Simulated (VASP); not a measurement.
Data:

```
CELL_PARAMETERS angstrom
      0.00000     2.34425     2.34425
      2.34425     0.00000     2.34425
      2.34425     2.34425     0.00000
ATOMIC_POSITIONS crystal
  Li 0.25000 0.25000 0.25000
  Li 0.75000 0.75000 0.75000
  O  0.00000 0.00000 0.00000
```

Level of theory: vdW-DF2, VASP's PBE PAW potentials (set 64) (plane waves; VASP). Run with 520 eV cut-off, 8×8×8 Γ-centred mesh, Gaussian smearing of 0.050 eV, potentials Li_sv O.

### Question
Give the stress tensor in GPa (positive for a compressed cell).

### Answer

```
-2.10   0.00   0.00
 0.00  -2.10   0.00
 0.00   0.00  -2.10
```
The pressure is its mean diagonal, -2.10 GPa.

The compound is Li2O in the antifluorite structure. This cell is one point of a volume scan, at 1.03 of the reference volume.
